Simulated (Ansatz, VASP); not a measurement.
# GaAs: VASP beside Ansatz

One calculation is typed for both programs; each brings its own data sets. How far apart do they land? The cell is taken from a series of runs on this material, whose earlier steps may have relaxed, scaled, displaced or heated it; both programs get it as it stands.

Program: Ansatz 0.2.0. Level of theory: plane waves, with VASP 6.6.1 beside it; zone-centre phonons at r2SCAN. Results are calculated unless marked as measured.

### 1. Set-up

It takes space group F-43m (No. 216, cubic). The conventional cell has a = 5.647 Å, b = 5.647 Å, c = 5.647 Å, α = 90.00°, β = 90.00°, γ = 90.00°. Nearest to Ga lie 4 As at 2.45 Å. Nearest to As lie 4 Ga at 2.45 Å. Farther neighbours are not listed.

### 2. Ansatz: zone-centre phonons, r2SCAN

Ansatz runs on its PAW soft_1 files.

Second derivatives magnify differences that forces hide, and they need a tight electronic threshold.

input.yaml reads:

```yaml
crystal:
  lattice:
    - [0.0, 2.8234193984, 2.8234193984]
    - [2.8234193984, 0.0, 2.8234193984]
    - [2.8234193984, 2.8234193984, 0.0]
  atoms:
    - { symbol: Ga, position: [0.0, 0.0, 0.0] }
    - { symbol: As, position: [0.75, 0.75, 0.75] }
kpoints:
  mp_grid: { grid: [16, 16, 16] }
hamiltonian:
  xc: r2scan
  pseudopotentials: { kind: paw, azcp: { folder: soft_1 } }
scf:
  occupations: { method: fixed }
output:
  eigenvalues: true
phonons:
  method: dfpt
  dielectric: true
  rigid_motions: translations
```

Run with:

```bash
> ansatz run input.yaml --threads 4 --pin off --max-ram 10240MiB --backend cpu --events-out ev --progress --plain --runs-dir out
```

Numbers of over 12 decimals in the logs are rounded to 6 here.

Output:

```text
Engine: ansatz 0.2.0, x86_64-unknown-linux-gnu
Pseudopotentials: kind: paw
Pseudopotential: Ga, paw, valence charge 13, recommended cutoff 500 eV (meta_gga), soft_1/Ga.paw.azcp
Pseudopotential: As, paw, valence charge 15, recommended cutoff 500 eV (meta_gga), soft_1/As.paw.azcp
Functional definition: r2SCAN
  parameter k0 = 0.174
  parameter k1 = 0.065
  parameter a1 = 4.9479
  exchange = r2scan_x(k0 = k0, k1 = k1, a1 = a1)
  correlation = r2scan_c
Crystal: 2 atoms, lattice volume = 45.015 Å³
Basis set: ecut = 500 eV, 1139 PW (Γ), exchange–correlation on 150×150×150 points (125 copies of the dense FFT grid, shifted against one another)
Bands: 18, of which v1, the nominal top of the filled ones, is band 14 counted from 1 (13 counted from 0)
Symmetry: 24 space group operations
k-points: 621 of 4096 (irreducible under 4 space group operations, time reversal used)
Non-local potential: Ga, projectors of the file, l = 0: 2, l = 1: 2, l = 2: 3, l = 3: 1
Non-local potential: As, projectors of the file, l = 0: 2, l = 1: 2, l = 2: 3, l = 3: 1
PAW form: soft (Blöchl's): semilocal exchange-correlation on the pseudo side does not see the compensation charge
PAW frozen core: Ga, regenerated for the run's functional (the file was generated under x = pbe(κ = 0.804, μ = 0.219515), c = pbe(β = 0.066725))
PAW frozen core: As, regenerated for the run's functional (the file was generated under x = pbe(κ = 0.804, μ = 0.219515), c = pbe(β = 0.066725))
PAW one-centre angular grid: Ga, 590 points (default); XC on 160 Gauss nodes
PAW one-centre angular grid: As, 590 points (default); XC on 160 Gauss nodes
Initial density: superposition of atomic densities (chi_scale 0.1, normalization cell, long waves kept (reshape's long-wave potential 0.00 eV rms))
Initial wavefunctions: pseudopotential atomic-orbital guess
Functional: x = r2scan, c = r2scan; τ floored in thin density (d = 2e-4 eV/Å³)
iter 1 solved again at ethr=2.02e-3 eV; its pass at ethr=3.10e-3 eV (dr2=5.66e-1 eV) is discarded
SCF iter   1: F=—  HF=-8655.770251 eV  |F-HF|=—  |Δ(HF+E_count)|=         —  Δρ=4.91e-2  dr2=5.66e-1  dr2_τ=5.66e-3  ethr=2.02e-3  ⟨swp⟩=1.0  Hψ=64857  notcnv=0  defer=50
preconditioner: auto → none  [insulator: Δε(μ)=0.867 eV  Ē_g=16.601 eV  n_scr=14 (ndim 8)  ℏωp=23.5 eV  f_vac=0.001  ε∞_Penn≈3.0]
SCF iter   2: F=—  HF=-8655.768322 eV  |F-HF|=—  |Δ(HF+E_count)|=   1.93e-3  Δρ=2.15e-2  dr2=1.06e-1  dr2_τ=6.53e-4  ethr=2.02e-3  ⟨swp⟩=3.2  Hψ=18292  notcnv=0  defer=1122
SCF iter   3: F=—  HF=-8655.783338 eV  |F-HF|=—  |Δ(HF+E_count)|=   1.50e-2  Δρ=7.28e-3  dr2=1.34e-2  dr2_τ=1.45e-4  ethr=3.80e-4  ⟨swp⟩=2.1  Hψ=18175  notcnv=0  defer=1122
SCF iter   4: F=—  HF=-8655.772696 eV  |F-HF|=—  |Δ(HF+E_count)|=   1.06e-2  Δρ=7.94e-4  dr2=1.08e-4  dr2_τ=3.70e-6  ethr=4.79e-5  ⟨swp⟩=2.5  Hψ=18722  notcnv=0  defer=1212
SCF iter   5: F=—  HF=-8655.772735 eV  |F-HF|=—  |Δ(HF+E_count)|=   3.89e-5  Δρ=3.02e-4  dr2=1.62e-5  dr2_τ=4.93e-7  ethr=3.84e-7  ⟨swp⟩=2.0  Hψ=20871  notcnv=0  defer=1211
SCF iter   6: F=—  HF=-8655.772744 eV  |F-HF|=—  |Δ(HF+E_count)|=   9.22e-6  Δρ=5.43e-5  dr2=6.06e-7  dr2_τ=9.94e-9  ethr=5.77e-8  ⟨swp⟩=2.8  Hψ=19444  notcnv=0  defer=449
SCF iter   7: F=—  HF=-8655.772744 eV  |F-HF|=—  |Δ(HF+E_count)|=   6.58e-7  Δρ=8.82e-6  dr2=2.73e-8  dr2_τ=9.16e-10  ethr=2.16e-9  ⟨swp⟩=2.8  Hψ=18921  notcnv=0  defer=6
SCF iter   8: F=—  HF=-8655.772744 eV  |F-HF|=—  |Δ(HF+E_count)|=   9.80e-9  Δρ=1.61e-6  dr2=6.31e-10  dr2_τ=1.53e-11  ethr=9.74e-11  ⟨swp⟩=2.0  Hψ=13559  notcnv=0  defer=6
SCF iter   9: F=-8655.772744 eV  HF=-8655.772744 eV  |F-HF|=1.46e-11  |Δ(HF+E_count)|=  6.18e-10  Δρ=3.24e-7  dr2=3.51e-11  dr2_τ=4.30e-13  ethr=1.00e-12  ⟨swp⟩=8.0  Hψ=64919  notcnv=0
SCF 1 converged in 9 iterations: F = -8655.772744 eV  dr2 = 3.51e-11
  greatest PAW one-centre occupation: 0.999 electrons in one spin orbital (limit 2), on the As atom at site 1 (counted from 0), in its partial waves of l = 2
DFPT response loops at Γ: preconditioner auto → none (the input reference at scf.mixing.eps_inf says where Resta's filter doesn't serve); β = 0.50; Broyden in place of MSR1
── the response to a field inside a basis, on 18×18×18 k-points: an SCF that follows is theirs, and a resumed run solves both again ──
Bands: 15, of which v1, the nominal top of the filled ones, is band 14 counted from 1 (13 counted from 0)
k-points: 570
Initial density: handed on by an earlier stage of this run
Initial wavefunctions: pseudopotential atomic-orbital guess (no wavefunctions were taken with the density)
Eigensolver: Dense (570 Hₖ)
SCF iter   1: F=—  HF=-8655.770600 eV  |F-HF|=—  |Δ(HF+E_count)|=         —  Δρ=7.40e-5  dr2=6.79e-7  dr2_τ=3.47e-7  ethr=1.00e-1
preconditioner: auto → none  [insulator: Δε(μ)=1.121 eV  Ē_g=13.699 eV  n_scr=14 (ndim 8)  ℏωp=23.5 eV  f_vac=0.081  ε∞_Penn≈3.9]
SCF iter   2: F=—  HF=-8655.770602 eV  |F-HF|=—  |Δ(HF+E_count)|=   1.98e-6  Δρ=4.24e-5  dr2=2.65e-7  dr2_τ=2.77e-8  ethr=2.42e-9
SCF iter   3: F=-8655.770602 eV  HF=-8655.770602 eV  |F-HF|=1.37e-7  |Δ(HF+E_count)|=   5.79e-7  Δρ=1.62e-5  dr2=3.11e-8  dr2_τ=4.90e-9  ethr=9.46e-10
SCF 1 converged in 3 iterations: F = -8655.770602 eV  dr2 = 3.11e-8
DFPT response loops at Γ: mixed as the last ones told, above
WARN: field response: ε∞ stands inside a basis, on 18×18×18 points; the force constants stand on the 16×16×16 k-mesh, whose period is 11.74 times the interband length at k = (0.0000, 0.0000, 0.0000), direct gap 1.049 eV, under 14: take them and everything formed from them as unconverged, and compare with a denser kpoints.mp_grid
SCF converged after 9 iterations
Free energy (F): -8655.772744 eV
Harris-Foulkes:  -8655.772744 eV  (|F-HF|=1.46e-11)
Internal energy: -8655.772744 eV  (E = F + TS)
E sigma→0 (E₀):  -8655.772744 eV
Fermi energy:    7.723520 eV
--- Per-component energies (eV) ---
  E_band       = -337.351077
  E_kinetic    = 209.087031
  E_local      = -3655.631759  (includes V_loc(G=0)·N_el)
  E_nonlocal   = -484.144462
  E_hartree    = 2133.939313
  E_xc         = -123.706372
  E_vxc        = -136.138557  (∫ρ·V_xc dr)
  E_paw        = -4031.199209  (= ΣΔE_a)
  E_vpaw       = -545.534668  (= ΣTr[D̂ρ^β])
  E_aug_tail   = 0.000055  (compensation charges beyond the density's cutoff)
  E_vtau       = 7.132789  (kinetic-family band-sum trace: ∫τ·v_τ [+ j·A + Jᵃ·Aᵃ] dr)
  E_ewald      = -2702.006881
  E_core_change = -2.110460  (= ΣΔE_core)
  E_smearing   = -0.000000  (= −TS)
  E_closure    = 0.000000  (closes the sum)
  Σ components = -8655.772744   (vs F -8655.772744, Δ=0.00e0)
--- Band table (eV; the first three rows and the last of 621) ---
  k-point 0: bands = [... 10 lower, -5.5080, 7.7235, 7.7235, 7.7235, 8.7725, 11.7787, 11.7787, 11.7787]
  k-point 1: bands = [... 10 lower, -5.4589, 6.9740, 7.6559, 7.6559, 9.3114, 11.8686, 11.8807, 11.8807]
  k-point 2: bands = [... 10 lower, -5.3142, 5.8193, 7.4799, 7.4799, 9.7366, 12.1416, 12.1416, 12.3121]
  k-point 620: bands = [... 10 lower, -2.8057, 0.9265, 4.0663, 4.2747, 12.7786, 12.7982, 13.6586, 14.2241]
--- Phonons (Γ-DFPT): 2 representative perturbations + reference, on 621 of 4096 k-points (Σ response iterations 11) ---
  k mesh reduced under 4 symmetry operations, with k and −k counted as one. Each operation leaves every solved perturbation unchanged. A smaller set is not considered because the functional reads the kinetic-energy density
  ASR residual: 2.964e-4 → 0.000e0 eV/Å²; symmetrization residual: 5.416e-6 eV/Å²
  ASR residual per site (eV/Å²): 2.96e-4 1.02e-4
  Γ frequencies (cm⁻¹): 0.00 0.00 0.00 268.37 268.37 268.37
  ε∞ (high-frequency dielectric tensor):
       11.436217     0.000000     0.000000
        0.000000    11.436217     0.000000
        0.000000     0.000000    11.436217
  ε⁰ (static dielectric tensor: ions relaxed, cell fixed):
       13.338036     0.000000     0.000000
        0.000000    13.338036     0.000000
        0.000000     0.000000    13.338036
  ε⁰ − ε∞ (ionic part):
        1.901818     0.000000    -0.000000
        0.000000     1.901818     0.000000
       -0.000000     0.000000     1.901818
  softest optical mode at Γ: 268.37 cm⁻¹; the repairs (sum rule, projections) moved no ω² at Γ by more than (1.13 cm⁻¹)²
  Born effective charges Z* (e; rows j = field, columns β = displacement):
    site 0:
         2.12727    0.00000   -0.00000
         0.00000    2.12727    0.00000
        -0.00000   -0.00000    2.12727
    site 1:
        -2.12727   -0.00000    0.00000
        -0.00000   -2.12727   -0.00000
         0.00000    0.00000   -2.12727
  Z* charge neutrality: 2.227e-4 e pre-enforcement
  solved inside a basis spanned on kpoints, on 18×18×18 k-points transformed towards the longest dipole: ε∞ is read to err by 3.4e-2, Z* by 1.6e-2 e (field_mesh: kpoints solves on kpoints); Z* is corrected for what the basis lacks
  optical modes at Γ without the LO–TO term, one row a degenerate level:
      ω (cm⁻¹)  modes    IR ((D/Å)²/amu)
        268.37      3             8.6726
  optical modes at Γ + LO–TO along q̂ = [1.0000, 0.0000, 0.0000]:
      ω (cm⁻¹)  modes    IR ((D/Å)²/amu)
        268.37      2             5.7817
        289.82      1             2.8909
  optical modes at Γ + LO–TO along q̂ = [0.0000, 1.0000, 0.0000]:
      ω (cm⁻¹)  modes    IR ((D/Å)²/amu)
        268.37      2             5.7817
        289.82      1             2.8909
  optical modes at Γ + LO–TO along q̂ = [0.0000, 0.0000, 1.0000]:
      ω (cm⁻¹)  modes    IR ((D/Å)²/amu)
        268.37      2             5.7817
        289.82      1             2.8909
```

(Part 1 of 2 ends here.)

[Lines on the potential files, build, host, timing and source positions are cut from VASP's logs without a mark.]

[Logs are printed without paths, hosts, clocks, repeated set-up lines and the standing remarks that a program may print on its own settings, such as how far it seeks lower states.]

[Hosts, paths, dates, database ids (printed as entryN), source tags and the programs' standing remarks are cut or masked in the printed files.]
